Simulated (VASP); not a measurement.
Level of theory: optB88-vdW, VASP's PBE PAW potentials (set 64) (plane waves; VASP 6.6.1).

The input files of a VASP run:

KPOINTS:
```
Automatic mesh
0
Gamma
10 10 6
0 0 0
```

INCAR:
```
! general
SYSTEM  =Gd
PREC    =Accurate
ENCUT   =520
LREAL   =.False.
LASPH   =.True.

! electronic loop
EDIFF   =1E-6   ! SCF stop (eV)
NELM    =100   ! most electronic steps
ALGO    =Normal   ! blocked Davidson
LMAXMIX =6   ! l cut-off of mixed one-centre charges

! smearing
ISMEAR  =1   ! Methfessel-Paxton
SIGMA   =0.1   ! width (eV)

! functional
GGA     =BO
LUSE_VDW=.True.
AGGAC   =0.0
PARAM1  =0.1833333333
PARAM2  =0.22

! ions
IBRION  =2   ! conjugate gradients
NSW     =60
ISIF    =3
EDIFFG  =-0.01   ! ionic stop

! output
LWAVE   =.False.
LCHARG  =.False.
```

POSCAR:
```
Gd
1
    1.8150000000    -3.1436720000     0.0000000000
    1.8150000000     3.1436720000     0.0000000000
    0.0000000000     0.0000000000     5.7800000000
Gd
2
Direct
  0.3333330000   0.6666670000   0.2500000000
  0.6666670000   0.3333330000   0.7500000000
```

POTCAR, in this order: Gd_3 (PBE.64 set). Program: vasp_std.

Q: What will the output report for the number of irreducible k-points (NKPTS), largest plane-wave count, number of space-group operations, FFT grid (NGX, NGY, NGZ)?

A: 
number of irreducible k-points (NKPTS): 56
largest plane-wave count: 1798
number of space-group operations: 24
FFT grid (NGX, NGY, NGZ): 28 × 28 × 48

The compound is Gd in the hcp structure. This run relaxes it. Symmetry was kept, so distortions that lower it aren't found. The 4f electrons are frozen in the core of the lanthanide potential, so 4f levels, which can set the real gap, and their magnetism are missing.
